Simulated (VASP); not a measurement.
```
CELL_PARAMETERS angstrom
      0.00000     2.21516     2.21516
      2.21516     0.00000     2.21516
      2.21516     2.21516     0.00000
ATOMIC_POSITIONS crystal
  Al 0.00000 0.00000 0.00000
  N  0.25000 0.25000 0.25000
```

All values below come from vdW-DF-cx, VASP's PBE PAW potentials (set 64) (plane waves; VASP 6.6.1). Run with 520 eV cut-off, 10×10×10 Γ-centred mesh, Gaussian smearing of 0.050 eV, potentials Al N.

Task: Predict the energy per atom (σ→0), pressure, band gap (on the k-mesh) with the smallest direct gap where there is one.

Result: 
* **band gap (on the k-mesh)**: 3.25 eV
* **smallest direct gap (on the k-mesh)**: 3.86 eV
* **energy per atom (σ→0)**: -6.289 eV/atom
* **pressure**: -5.56 GPa

The absolute energy has meaning only against runs of the same code, potentials and settings.

The compound is AlN in the zinc blende structure, a metastable form; wurtzite is the usual one. This cell is one point of a volume scan, at 1.03 of the reference volume.
